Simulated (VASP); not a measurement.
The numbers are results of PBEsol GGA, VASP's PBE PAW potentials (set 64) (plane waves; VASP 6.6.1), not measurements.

The input files of a VASP run:

### INCAR
```
SYSTEM = CdPPd5
PREC = Accurate; ENCUT = 300; LREAL = .False.
LASPH = .True.
EDIFF = 1E-6; NELM = 100; ALGO = Normal
LMAXMIX = 4
ISMEAR = -1; SIGMA = 0.1
GGA = PS
ISIF = 2
LWAVE = .False.; LCHARG = .False.
```

### POSCAR
```
CdPPd5
1.0
  3.8994170000   0.0000000000   0.0000000000
  0.0000000000   3.8994170000   0.0000000000
  0.0000000000   0.0000000000   6.9343120000
Cd P Pd
1 1 5
Cart
  1.9497085000   1.9497085000   0.0000000000
  0.0000000000   0.0000000000   3.4671560000
  0.0000000000   0.0000000000   0.0000000000
  1.9497085000   0.0000000000   4.8490256954
  1.9497085000   0.0000000000   2.0852863046
  0.0000000000   1.9497085000   4.8490256954
  0.0000000000   1.9497085000   2.0852863046
```

### KPOINTS
```
Automatic mesh
0
Gamma
4 4 3
0 0 0
```

POTCAR, in this order: Cd P Pd (PBE.64 set). Program: vasp_std.

Gaps are read on the run's mesh, which can miss a band edge.

What does the run give for the energy per atom (σ→0), band gap (on the k-mesh)?

- energy per atom (σ→0): -5737 meV/atom
- band gap (on the k-mesh): none (metal, semimetal or under 0.01 eV)

File OSZICAR:
```
...
DAV:   8    -0.402482425626E+02    0.78426E-01   -0.75134E-01  1056   0.957E+00    0.276E+00
DAV:   9    -0.402004843748E+02    0.47758E-01   -0.20599E-01  1056   0.429E+00    0.522E-01
DAV:  10    -0.401994307230E+02    0.10537E-02   -0.88316E-03  1080   0.844E-01    0.301E-01
DAV:  11    -0.401994551489E+02   -0.24426E-04   -0.12082E-03  1032   0.224E-01    0.847E-02
DAV:  12    -0.401993852531E+02    0.69896E-04   -0.31295E-04  1120   0.135E-01    0.196E-02
DAV:  13    -0.401993863190E+02   -0.10659E-05   -0.13809E-05  1040   0.273E-02    0.591E-03
DAV:  14    -0.401993862212E+02    0.97844E-07   -0.14006E-06   752   0.568E-03
   1 F= -.40199386E+02 E0= -.40159979E+02  d E =-.788141E-01
```

The structure comes from a computed database's CdPPd5 entry; how it stands against other phases isn't given here. The cell was not relaxed at this level. The k-mesh is coarse (spacing up to 0.40 per Å, 2π included), so the numbers may not be converged in it. The run is one of a series of settings (KPOINTS 4×4×3 Γ-centred mesh against the base run), some of them coarse on purpose. The electron count is odd and the run is not spin-polarised, which forces a metal.
